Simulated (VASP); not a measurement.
A VASP calculation is set up with these files.

**POSCAR**
```
AuZn
1
    3.2735011828     0.0000000000     0.0000000000
    0.0000000000     3.2735011828     0.0000000000
    0.0000000000     0.0000000000     3.2735011828
Zn Au
1 1
Direct
  0.5000000000   0.5000000000   0.5000000000
  0.0000000000   0.0000000000   0.0000000000
```

INCAR:
```
# general
SYSTEM  = AuZn
PREC    = Accurate
ENCUT   = 520
LREAL   = .False.
LASPH   = .True.

# electronic loop
EDIFF   = 1E-7
NELM    = 100
ALGO    = Normal
LMAXMIX = 6

# smearing
ISMEAR  = 1
SIGMA   = 0.1

# functional
GGA     = RE

# ions
ISIF    = 2

# output
LWAVE   = .False.
LCHARG  = .False.
```

**KPOINTS**
```
Automatic mesh
0
Gamma
11 11 11
0 0 0
```

POTCAR, in this order: Zn Au (PBE.64 set). Program: vasp_std.

Write an equivalent input for Ansatz.

One equivalent input (not run):
Ansatz 0.2 input:
```yaml
crystal:
  lattice:
    - [3.2735012, 0.0000000, 0.0000000]
    - [0.0000000, 3.2735012, 0.0000000]
    - [0.0000000, 0.0000000, 3.2735012]
  atoms:
    - { symbol: Zn, position: [0.5000000, 0.5000000, 0.5000000] }
    - { symbol: Au, position: [0.0000000, 0.0000000, 0.0000000] }
kpoints:
  mp_grid: { grid: [11, 11, 11] }
hamiltonian:
  xc: revpbe
  pseudopotentials: { kind: paw }
scf:
  occupations: { method: methfessel_paxton, width: 0.1 }
  max_iter: 100
output: { forces: true, stress: true, eigenvalues: true }
```
The two are equivalent in intent, not identical: each code has its own PAW files, so the cut-off isn't converted (ENCUT is set for VASP's; basis.ecutwfc is left out, and Ansatz then takes the one that its files recommend); Ansatz stops its SCF on the density residual and VASP on the energy change (EDIFF).

The compound is AuZn in the CsCl type structure. This cell is one point of a volume scan, at 1.06 of the reference volume.
